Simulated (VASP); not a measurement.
Given:

```yaml
crystal:
  lattice:
    - [1.56081, -2.70340, 0.00000]
    - [1.56081, 2.70340, 0.00000]
    - [0.00000, 0.00000, 4.99961]
  atoms:
    - { symbol: Al, position: [0.66667, 0.33333, 0.50007] }
    - { symbol: Al, position: [0.33333, 0.66667, 0.00007] }
    - { symbol: N, position: [0.66667, 0.33333, 0.88193] }
    - { symbol: N, position: [0.33333, 0.66667, 0.38193] }
```

Computed with rev-vdW-DF2, VASP's PBE PAW potentials (set 64) (plane waves; VASP). Numerical set-up: 520 eV cut-off, Gaussian smearing of 0.050 eV, potentials Al N.

Task: What does the run give for the band gap (along the path) with the smallest direct gap where there is one?

Result: 
The band gap (along the path) is 4.17 eV and the smallest direct gap (along the path) is 4.17 eV.

Only differences to runs with the same potentials and settings are physical.

The compound is AlN in the wurtzite structure. It was relaxed first.
